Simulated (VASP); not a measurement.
# NaY3S3 (Pm-3m) in VASP: a series of runs

One crystal, NaY3S3, is run at these levels: PBE; tasks: single point, relaxation of cell and atoms.

Everything below comes from runs of VASP 6.6.1. Logs are shortened: lines on timing, memory, paths and dates and some standing lists are left out, and cuts for length are marked.

### Step 1. The cell of the first run

The structure is cubic, space group Pm-3m (No. 221). The conventional cell has a = 5.632 Å, b = 5.632 Å, c = 5.632 Å, α = 90.00°, β = 90.00°, γ = 90.00°. Na (site symmetry m-3m) has 6 Y at 2.82 Å as nearest neighbours. Y (site symmetry 4/mmm) is surrounded by 2 Na at 2.82 Å and 4 S at 2.82 Å. Around S (site symmetry 4/mmm) lie 4 Y at 2.82 Å.

The cell was built by a generator and needn't be a form met in nature.

### Step 2. Single point, PBE (species swapped into the Ce3GaBr3 type (Pm-3m, No. 221))

File INCAR:

```
SYSTEM = NaY3S3
  PREC = Accurate
  ENCUT = 520
  EDIFF = 1E-6
  ISMEAR = 0
  SIGMA = 0.1
  LREAL = .False.
  LASPH = .True.
  NELM = 100
  ALGO = Normal
  ISIF = 2
  LWAVE = .False.
  LCHARG = .False.
  GGA = PE
  NBANDS = 38
```

File KPOINTS:

```
regular mesh
0
Gamma
  4 4 4
  0 0 0
```

File POSCAR:

```
NaY3S3
1.0
    5.6319906633      0.0000000000      0.0000000000
    0.0000000000      5.6319906633      0.0000000000
    0.0000000000      0.0000000000      5.6319906633
Na Y S
1 3 3
Direct
    0.5000000000      0.5000000000      0.5000000000
    0.5000000000      0.5000000000      0.0000000000
    0.0000000000      0.5000000000      0.5000000000
    0.5000000000      0.0000000000      0.5000000000
    0.5000000000      0.0000000000      0.0000000000
    0.0000000000      0.5000000000      0.0000000000
    0.0000000000      0.0000000000      0.5000000000
```

Potentials or basis: VASP PAW PBE potentials, release 64 (Na_pv, Y_sv, S).

Started as:

```console
$ cat potpaw_PBE.64/Na_pv/POTCAR potpaw_PBE.64/Y_sv/POTCAR potpaw_PBE.64/S/POTCAR > POTCAR
$ mpirun -np 1 vasp_std > vasp.out
```

OUTCAR:

```text
SYSTEM = NaY3S3
   PREC = Accurate
   ENCUT = 520
   EDIFF = 1E-6
   ISMEAR = 0
   LREAL = .False.
   LASPH = .True.
   NELM = 100
   ISIF = 2
   GGA = PE

 ion  position               nearest neighbor table
   1  0.500  0.500  0.500-   2 2.82   3 2.82   4 2.82   2 2.82   4 2.82   3 2.82
   2  0.500  0.500  0.000-   1 2.82   5 2.82   6 2.82   1 2.82   5 2.82   6 2.82   3 3.98   4 3.98
                             4 3.98   4 3.98   4 3.98   3 3.98   3 3.98   3 3.98
   3  0.000  0.500  0.500-   1 2.82   6 2.82   7 2.82   6 2.82   7 2.82   1 2.82   2 3.98   4 3.98
                             4 3.98   2 3.98   2 3.98   4 3.98   2 3.98   4 3.98
   4  0.500  0.000  0.500-   1 2.82   5 2.82   7 2.82   5 2.82   1 2.82   7 2.82   2 3.98   3 3.98
                             2 3.98   3 3.98   2 3.98   3 3.98   2 3.98   3 3.98
   5  0.500  0.000  0.000-   2 2.82   4 2.82   4 2.82   2 2.82
   6  0.000  0.500  0.000-   2 2.82   3 2.82   3 2.82   2 2.82
   7  0.000  0.000  0.500-   3 2.82   4 2.82   3 2.82   4 2.82

  LATTYP: Found a simple cubic cell.
 ALAT       =     5.6319906633

  Lattice vectors:

 A1 = (   5.6319906633,   0.0000000000,   0.0000000000)
 A2 = (   0.0000000000,   5.6319906633,   0.0000000000)
 A3 = (   0.0000000000,   0.0000000000,   5.6319906633)

Analysis of symmetry for initial positions (statically):
=====================================================================
 Subroutine PRICEL returns:
 Original cell was already a primitive cell.

 Routine SETGRP: Setting up the symmetry group for a
 simple cubic supercell.

 Subroutine GETGRP returns: Found 48 space group operations
 (whereof 48 operations were pure point group operations)
 out of a pool of 48 trial point group operations.

The static configuration has the point symmetry O_h .

Analysis of symmetry for dynamics (positions and initial velocities):
=====================================================================
 Subroutine PRICEL returns:
 Original cell was already a primitive cell.

 Routine SETGRP: Setting up the symmetry group for a
 simple cubic supercell.

 Subroutine GETGRP returns: Found 48 space group operations
 (whereof 48 operations were pure point group operations)
 out of a pool of 48 trial point group operations.

The dynamic configuration has the point symmetry O_h .

 Subroutine INISYM returns: Found 48 space group operations
 (whereof 48 operations are pure point group operations),
 and found     1 'primitive' translations

----------------------------------------------------------------------------------------

                                     Primitive cell

  volume of cell :     178.6429

  direct lattice vectors                    reciprocal lattice vectors
     5.631990663  0.000000000  0.000000000     0.177557113  0.000000000  0.000000000
     0.000000000  5.631990663  0.000000000     0.000000000  0.177557113  0.000000000
     0.000000000  0.000000000  5.631990663     0.000000000  0.000000000  0.177557113

  length of vectors
     5.631990663  5.631990663  5.631990663     0.177557113  0.177557113  0.177557113

  position of ions in fractional coordinates (direct lattice)
     0.500000000  0.500000000  0.500000000
     0.500000000  0.500000000  0.000000000
     0.000000000  0.500000000  0.500000000
     0.500000000  0.000000000  0.500000000
     0.500000000  0.000000000  0.000000000
     0.000000000  0.500000000  0.000000000
     0.000000000  0.000000000  0.500000000

  ion indices of the primitive-cell ions
   primitive index   ion index
                 1           1
                 2           2
                 3           3
                 4           4
                 5           5
                 6           6
                 7           7

----------------------------------------------------------------------------------------

 KPOINTS: regular mesh

Automatic generation of k-mesh.
 Grid dimensions read from file:
 generate k-points for:    4    4    4

 Generating k-lattice:

  Cartesian coordinates                     Fractional coordinates (reciprocal lattice)
     0.044389278  0.000000000  0.000000000     0.250000000  0.000000000  0.000000000
     0.000000000  0.044389278  0.000000000     0.000000000  0.250000000  0.000000000
     0.000000000  0.000000000  0.044389278     0.000000000  0.000000000  0.250000000

  Length of vectors
     0.044389278  0.044389278  0.044389278

  Shift w.r.t. Gamma in fractional coordinates (k-lattice)
     0.000000000  0.000000000  0.000000000

 Subroutine IBZKPT returns following result:
 ===========================================

 Found     10 irreducible k-points:

 Following reciprocal coordinates:
            Coordinates               Weight
  0.000000  0.000000  0.000000      1.000000
  0.250000  0.000000  0.000000      6.000000
  0.500000  0.000000  0.000000      3.000000
  0.250000  0.250000  0.000000     12.000000
  0.500000  0.250000  0.000000     12.000000
  0.500000  0.500000  0.000000      3.000000
  0.250000  0.250000  0.250000      8.000000
  0.500000  0.250000  0.250000     12.000000
  0.500000  0.500000  0.250000      6.000000
  0.500000  0.500000  0.500000      1.000000
   k-points           NKPTS =     10   k-points in BZ     NKDIM =     10   number of bands    NBANDS=     38
   number of dos      NEDOS =    301   number of ions     NIONS =      7
   total plane-waves  NPLWV =  74088
   dimension x,y,z NGX =    42 NGY =   42 NGZ =   42
   dimension x,y,z NGXF=    84 NGYF=   84 NGZF=   84
   ions per type =               1   3   3
   NGX,Y,Z   is equivalent  to a cutoff of  12.40, 12.40, 12.40 a.u.
   NGXF,Y,Z  is equivalent  to a cutoff of  24.80, 24.80, 24.80 a.u.
 SYSTEM =  NaY3S3
   PREC   = accura    normal or accurate (medium, high low for compatibility)
   ISTART =      0    job   : 0-new  1-cont  2-samecut
   ICHARG =      2    charge: 1-file 2-atom 10-const
   ISPIN  =      1    spin polarized calculation?
   LNONCOLLINEAR =      F non collinear calculations
   LSORBIT =      F    spin-orbit coupling
   LASPH  =      T    aspherical Exc in radial PAW
   ENCUT  =  520.0 eV  38.22 Ry    6.18 a.u.  10.47 10.47 10.47*2*pi/ulx,y,z
   NELM   =    100;   NELMIN=  2; NELMDL= -5     # of ELM steps
   EDIFF  = 0.1E-05   stopping-criterion for ELM
   LREAL  =      F    real-space projection
   EDIFFG = 0.1E-04   stopping-criterion for IOM
   NSW    =      0    number of steps for IOM
   IBRION =     -1    ionic relax: 0-MD 1-quasi-New 2-CG
   NFREE  =      0    steps in history (QN), initial steepest desc. (CG)
   ISIF   =      2    stress and relaxation
   ISYM   =      2    0-nonsym 1-usesym 2-fastsym
   POTIM  = 0.5000    time-step for ionic-motion
   TEBEG  =    0.0;   TEEND  =   0.0 temperature during run
   PSTRESS=    0.0 pullay stress
   NELECT =      58.0000    total number of electrons
   NUPDOWN=      -1.0000    fix difference up-down
   EMIN   =  10.00;   EMAX   =-10.00  energy-range for DOS
   EFERMI =   0.00;   METHOD = LEGACY
   ISMEAR =     0;   SIGMA  =   0.10  broadening in eV -4-tet -1-fermi 0-gaus
   EFERMI_NEDOS =   21; number of points for ismear=-14 and -15
   IALGO  =     38    algorithm
   IMIX   =      4    mixing-type and parameters
     AMIX     =   0.40;   BMIX     =  1.00
     AMIX_MAG =   1.60;   BMIX_MAG =  1.00
  volume/ion in A,a.u.               =      25.52       172.22
  Fermi-wavevector in a.u.,A,eV,Ry     =   1.125181  2.126283 17.225403  1.266031
  Thomas-Fermi vector in A             =   2.261856
   LORBIT       =      0    0 simple, 1 ext, 2 COOP (PROOUT), +10 PAW based schemes
   GGA     = PE    functional components
   LHFCALC =     F    Hartree Fock is set to
   AEXX    =    0.0000 exact exchange contribution
   IVDW    =     0    specifies the selected vdW correction
   LEPSILON=     F    determine dielectric tensor
   LRPA    =     F    only Hartree local field effects (RPA)
 non-spin polarized calculation
 Gauss-broadening in eV      SIGMA  =   0.10
  energy-cutoff  :      520.00
  volume of cell :      178.64
 maximum number of plane-waves:      4839
 NGX is ok and might be reduce to    42
   NGX = 21   NGY = 21   NGZ = 21

 number of electron      57.9999973 magnetization

 Free energy of the ion-electron system (eV)
  ---------------------------------------------------
  ext. energy  EPLUGINS =         0.00000000
  ---------------------------------------------------
  free energy    TOTEN  =       -38.93580290 eV

  energy without entropy =      -38.92011484  energy(sigma->0) =      -38.92795887

 E-fermi :   3.2007     XC(G=0):  -9.1884

 val. band max:        3.1677159724   @ k =   0.5000   0.5000   0.2500
 cond. band min:       3.2195469015   @ k =   0.5000   0.5000   0.5000
 fundamental gap:      0.0518309291
 Fermi energy:         3.2006710746

 k-point     1 :       0.0000    0.0000    0.0000
  band No.  band energies     occupation
      1     -39.7529      2.00000
      2     -39.7355      2.00000
      3     -39.7355      2.00000
      4     -22.2356      2.00000
      5     -22.2356      2.00000
      6     -22.2356      2.00000
[... 30 lines left out ...]
     37       6.0978      0.00000
     38       6.9551      0.00000

 k-point     2 :       0.2500    0.0000    0.0000
  band No.  band energies     occupation
      1     -39.7507      2.00000
      2     -39.7378      2.00000
      3     -39.7354      2.00000
      4     -22.2351      2.00000
      5     -22.2351      2.00000
      6     -22.2092      2.00000
[... 30 lines left out ...]
     37       6.3335      0.00000
     38       6.3587      0.00000
[... 285 lines left out ...]
     37       6.9850      0.00000
     38       7.0494      0.00000

 k-point    10 :       0.5000    0.5000    0.5000
  band No.  band energies     occupation
      1     -39.7415      2.00000
      2     -39.7415      2.00000
      3     -39.7415      2.00000
      4     -22.1804      2.00000
      5     -22.1804      2.00000
      6     -22.1804      2.00000
[... 30 lines left out ...]
     37       7.1590      0.00000
     38       7.3259      0.00000

------------------------ aborting loop because EDIFF is reached ----------------------------------------

  FORCE on cell =-STRESS in cart. coord.  units (eV):
  Direction    XX          YY          ZZ          XY          YZ          ZX
  --------------------------------------------------------------------------------------
  -------------------------------------------------------------------------------------
  Total        0.0182938      0.0182938      0.0182938      0.0000000     -0.0000000     -0.0000000
  in kB        0.1640696      0.1640696      0.1640696      0.0000000     -0.0000000     -0.0000000
  external PRESSURE =       0.1640696 kB  Pullay stress =       0.0000000 kB

 VOLUME and BASIS-vectors are now :
 -----------------------------------------------------------------------------
  energy-cutoff  :      520.00
  volume of cell :      178.64
      direct lattice vectors                 reciprocal lattice vectors
     5.631990663  0.000000000  0.000000000     0.177557113  0.000000000  0.000000000
     0.000000000  5.631990663  0.000000000     0.000000000  0.177557113  0.000000000
     0.000000000  0.000000000  5.631990663     0.000000000  0.000000000  0.177557113

 POSITION                                       TOTAL-FORCE (eV/Angst)
 -----------------------------------------------------------------------------------
      2.81600      2.81600      2.81600         0.000000      0.000000      0.000000
      2.81600      2.81600      0.00000         0.000000      0.000000      0.000000
      0.00000      2.81600      2.81600         0.000000      0.000000      0.000000
      2.81600      0.00000      2.81600         0.000000      0.000000      0.000000
      2.81600      0.00000      0.00000         0.000000      0.000000      0.000000
      0.00000      2.81600      0.00000         0.000000      0.000000      0.000000
      0.00000      0.00000      2.81600         0.000000      0.000000      0.000000
 -----------------------------------------------------------------------------------
    total drift:                                0.000000     -0.000000     -0.000000

  FREE ENERGIE OF THE ION-ELECTRON SYSTEM (eV)
  ---------------------------------------------------
  free  energy   TOTEN  =       -38.9358028959 eV

  energy  without entropy=      -38.9201148441  energy(sigma->0) =      -38.92795887
```

Wall time 1.8 min (1 thread of Intel Xeon Platinum 8259CL at 2.50GHz (Skylake/Cascade Lake), shared host); peak memory 0.29 GiB.

What came out:

```
Free energy            : -38.9358 eV
Pressure               : 0.0 GPa
Band gap on the k mesh : none (metal or under the smearing width)
```

Levels at points of the mesh, in eV from the Fermi level:
| k point | band 25 | band 26 | band 27 | band 28 | band 29 | band 30 | band 31 | band 32 | band 33 | band 34 |
| --- | --- | --- | --- | --- | --- | --- | --- | --- | --- | --- |
| (0.00, 0.00, 0.00) | -2.13 | -1.07 | -1.07 | -1.07 | -0.40 | -0.40 | -0.40 | 2.18 | 2.18 | 2.24 |
| (0.50, 0.00, 0.00) | -1.71 | -1.69 | -1.50 | -1.50 | -0.19 | 0.48 | 0.75 | 0.75 | 1.75 | 2.24 |
| (0.50, 0.50, 0.00) | -2.71 | -2.19 | -0.94 | -0.70 | -0.20 | 0.17 | 0.17 | 2.31 | 2.46 | 2.46 |
| (0.50, 0.50, 0.50) | -3.32 | -0.93 | -0.93 | -0.48 | 0.02 | 0.02 | 0.02 | 3.28 | 3.28 | 3.28 |

[end of part 1 of 2]
